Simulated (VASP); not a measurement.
Input of a VASP 6.6.1 run:

The input INCAR:

```
PREC     = Accurate       # precision mode
ENCUT    = 520            # plane-wave cutoff, eV
EDIFF    = 1E-7           # SCF threshold, eV
ISMEAR   = 0              # smearing method
SIGMA    = 0.01           # smearing width, eV
LREAL    = False          # projectors in reciprocal space
LASPH    = True           # aspherical terms in the spheres
NELM     = 100            # most SCF steps
ALGO     = Normal         # electronic algorithm
ISIF     = 2              # what is computed and relaxed
LWAVE    = False          # write WAVECAR
LCHARG   = True           # write CHGCAR
GGA      = RE             # functional
IVDW     = 13             # dispersion correction
LELF     = True           # ELF
LVHAR    = True         
LVACPOTAV= True
```

Contents of KPOINTS:

```
Automatic mesh
0
Gamma
  1 1 1
```

Contents of POSCAR:

```
AlH3S
1.0
   13.0000000000      0.0000000000      0.0000000000
    0.0000000000     11.0000000000      0.0000000000
    0.0000000000      0.0000000000     12.0000000000
Al S H
1 1 3
Direct
    0.4544538500      0.4939863600      0.5068500000
    0.5887000000      0.4686318200      0.6133750000
    0.3494076900      0.4407227300      0.5512500000
    0.4679153800      0.5630954500      0.3922916700
    0.6525923100      0.5259863600      0.5427416700
```

Potentials or basis: VASP PAW PBE potentials, release 64 (Al, S, H).

Launch:

```console
$ cat potpaw_PBE.64/Al/POTCAR potpaw_PBE.64/S/POTCAR potpaw_PBE.64/H/POTCAR > POTCAR
$ mpirun -np 1 vasp_gam > vasp.out
```

Q: Predict the dispersion energy per atom.

A: -0.039 eV.

Q: Estimate the largest force.

A: 0.304 eV/Å.

Forces in eV/Å, atoms in the order of the input:
```
Al  -0.091  0.034 -0.102
S    0.073 -0.124  0.268
H   -0.095 -0.047  0.048
H    0.006  0.052 -0.095
H    0.106  0.085 -0.118
```

Caveat: the PAW data sets were made with another functional, which shifts forces and pressure a little.
